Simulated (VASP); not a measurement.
# NaYBe: relaxation of cell and atoms with PBE

Crystal: NaYBe.

```
CELL_PARAMETERS angstrom
3.94111 0.00000 0.00000
-1.97056 3.41310 0.00000
0.00000 0.00000 9.23169
ATOMIC_POSITIONS crystal
Na 0.00000 0.00000 0.00000
Na 0.00000 0.00000 0.50000
Be 0.33330 0.66670 0.75000
Be 0.66660 0.33330 0.25000
Y 0.33330 0.66670 0.25000
Y 0.66660 0.33330 0.75000
```

The cell was built by a generator and needn't be a form met in nature.

* Program: VASP 6.6.1
* Task: relaxation of cell and atoms
* Functional: PBE
* Potentials or basis: VASP PAW PBE potentials, release 64 (Na_pv, Be, Y_sv)
* Cutoff: 600 eV
* k mesh: 10 × 10 × 4
* Occupations: fermi-dirac, width 0.1 eV
* Spin: no spin polarisation
* Dipole correction: no
* Further INCAR settings: ALGO = Normal; EDIFF = 1e-07; IBRION = 2; EDIFFG = -0.03; NSW = 60; ISIF = 3

The relaxed volume is 22.76 Å³/atom, the relaxed cell is a = 5.177 Å, b = 5.177 Å, c = 5.883 Å, α = 90.00°, β = 90.00°, γ = 120.00° and the space group after relaxing (to 0.05 Å) is P6_3/mmc (No. 194). The energy gained by relaxing is 706.6 meV/atom, the ionic steps are 23 and the pressure after relaxing is -0.1 GPa. The band gap on the k mesh is none (metal or under the smearing width).

Stress tensor (GPa, compression positive):
```
-0.12  0.00  0.00
 0.00 -0.12  0.00
 0.00  0.00  0.08
```

The path:
```csv
step,energy change (eV),largest force (eV/Å),pressure (GPa),volume (Å³)
1,0.0000,0.0024,15.17,124.18
2,-2.2748,0.0008,0.51,162.11
3,-2.3004,0.0012,-1.78,175.64
4,-2.3194,0.0011,-1.02,170.50
5,-2.3193,0.0011,-0.86,169.49
6,-2.4161,0.0003,-0.86,166.14
7,-2.7614,0.0020,-0.75,155.68
8,-3.6414,0.0049,1.72,132.86
9,9.0736,0.0137,64.49,79.24
10,-3.7134,0.0053,2.32,130.49
11,-3.5646,0.0073,10.50,112.50
12,-3.8425,0.0058,4.62,123.65
13,-3.8387,0.0061,6.14,120.22
14,-3.8710,0.0060,6.20,120.06
15,-3.9206,0.0056,6.50,119.44
16,-3.9791,0.0051,5.75,120.95
17,-4.1164,0.0038,3.71,125.53
18,-4.2360,0.0019,0.38,135.02
19,-4.2378,0.0017,-0.01,136.36
20,-4.2378,0.0016,-0.11,136.71
21,-4.2382,0.0015,-0.11,136.70
22,-4.2391,0.0011,-0.09,136.65
23,-4.2393,0.0004,-0.06,136.55
```

Final structure:
```xyz
6
Lattice="5.1771 0.0000 0.0000 -2.5886 4.4838 0.0000 0.0000 0.0000 5.8825" Properties=species:S:1:pos:R:3 pbc="T T T"
Na    5.1770    0.0000    0.0000
Na    5.1770    0.0000    2.9413
Be   -0.0002    2.9895    4.4119
Be    2.5884    1.4943    1.4706
Y    -0.0002    2.9892    1.4706
Y     2.5884    1.4946    4.4119
```

Levels at points of the mesh, in eV from the Fermi level:
| k point | band 18 | band 19 | band 20 | band 21 | band 22 | band 23 |
| --- | --- | --- | --- | --- | --- | --- |
| (0.00, 0.00, 0.00) | -0.26 | -0.26 | -0.21 | -0.21 | 1.18 | 1.18 |
| (0.50, 0.00, 0.00) | -0.24 | 0.01 | 0.02 | 0.09 | 0.69 | 1.27 |
| (0.00, 0.50, 0.00) | -0.24 | 0.01 | 0.02 | 0.09 | 0.69 | 1.27 |
| (0.00, 0.00, 0.50) | -0.54 | -0.54 | -0.54 | -0.12 | -0.12 | 2.66 |
| (0.50, 0.00, 0.50) | -2.11 | -0.10 | -0.10 | -0.02 | -0.02 | 1.60 |
| (0.00, 0.50, 0.50) | -2.11 | -0.10 | -0.10 | -0.02 | -0.02 | 1.60 |

Run time: 66 min on 1 thread of Intel(R) Xeon(R) Platinum 8488C (Sapphire Rapids), with other jobs on the host, peak memory 0.59 GiB.
